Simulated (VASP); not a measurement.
Input:

```
SrTe
1.0
    0.00000     3.42221     3.42221
    3.42221     0.00000     3.42221
    3.42221     3.42221     0.00000
Sr Te
1 1
Cartesian
  0.00000   0.00000   0.00000
  3.42221   3.42221   3.42221
```

Calculation: vdW-DF2, VASP's PBE PAW potentials (set 64) (plane waves; VASP). Settings: 520 eV cut-off, 8×8×8 Γ-centred mesh, tetrahedra with Blöchl corrections, potentials Sr_sv Te.

Unless said otherwise, spin-orbit coupling is left out, though it shifts the bands of the heavy elements here.

**Question.** Estimate the energy per atom (σ→0), band gap (on the k-mesh) with the smallest direct gap where there is one.

**Answer.** 
```yaml
band gap (on the k-mesh): 1.93 eV
smallest direct gap (on the k-mesh): 2.57 eV
energy per atom (σ→0): -1.944 eV/atom
```

The absolute energy has meaning only against runs of the same code, potentials and settings.

The compound is SrTe in the rock salt structure. It was relaxed first, which changed the volume by +9 %.
